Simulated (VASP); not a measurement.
```xyz
2
Lattice="0.0000 3.1851 3.1851 3.1851 0.0000 3.1851 3.1851 3.1851 0.0000" Properties=species:S:1:pos:R:3 pbc="T T T"
Sn     0.0000     0.0000     0.0000
Te     3.1851     3.1851     3.1851
```

Level of theory: r2SCAN meta-GGA, VASP's PBE PAW potentials (set 64) (plane waves; VASP). Run with 480 eV cut-off, 7×7×7 Γ-centred mesh, Gaussian smearing of 0.050 eV, potentials Sn_d Te.

Estimate the energy per atom (σ→0).

| Property | Value |
|---|---|
| energy per atom (σ→0) | -2445.4 kJ/mol of atoms |

The compound is SnTe in the rock salt structure, which distorts at low temperature. It was relaxed first. The start is the result of an earlier pass.
